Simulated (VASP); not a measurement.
```yaml
crystal:
  lattice:
    - [2.28653, -3.96038, 0.00000]
    - [2.28653, 3.96038, 0.00000]
    - [0.00000, 0.00000, 7.22887]
  atoms:
    - { symbol: Mg, position: [0.00000, 0.00000, 0.00000] }
    - { symbol: Mg, position: [0.33333, 0.66667, 0.63269] }
    - { symbol: Mg, position: [0.66667, 0.33333, 0.36731] }
    - { symbol: Sb, position: [0.33333, 0.66667, 0.22521] }
    - { symbol: Sb, position: [0.66667, 0.33333, 0.77479] }
```

The numbers are results of optB86b-vdW, VASP's PBE PAW potentials (set 64) (plane waves; VASP), not measurements. Settings: 520 eV cut-off, Gaussian smearing of 0.050 eV, potentials Mg Sb.

Unless said otherwise, spin-orbit coupling is left out, though it shifts the bands of the heavy elements here.

Give the energies of bands 3 to 11 at the high-symmetry points, in eV from the valence-band maximum.

| band | Γ | M | K | A | L | H |
|---|---|---|---|---|---|---|
| 3 | -4.91 | -4.67 | -4.35 | -3.07 | -4.92 | -4.30 |
| 4 | -1.11 | -3.76 | -3.60 | -3.00 | -4.57 | -4.30 |
| 5 | -1.11 | -3.24 | -3.60 | -0.79 | -1.88 | -4.00 |
| 6 | -0.41 | -2.31 | -2.56 | -0.79 | -1.68 | -3.32 |
| 7 | -0.41 | -2.20 | -2.56 | -0.75 | -1.64 | -0.99 |
| 8 | 0.00 | -0.90 | -2.52 | -0.75 | -1.53 | -0.99 |
| 9 | 1.12 | 0.40 | 0.27 | 1.80 | 0.48 | 1.80 |
| 10 | 1.25 | 1.98 | 4.16 | 1.88 | 1.33 | 1.80 |
| 11 | 3.06 | 2.16 | 4.22 | 2.71 | 1.75 | 2.54 |

The gap is indirect, 0.26 eV, from the valence maximum at Γ to the conduction minimum at L-M at 0.33.

The compound is Mg3Sb2 in the a-la2o3 structure. It was relaxed first.
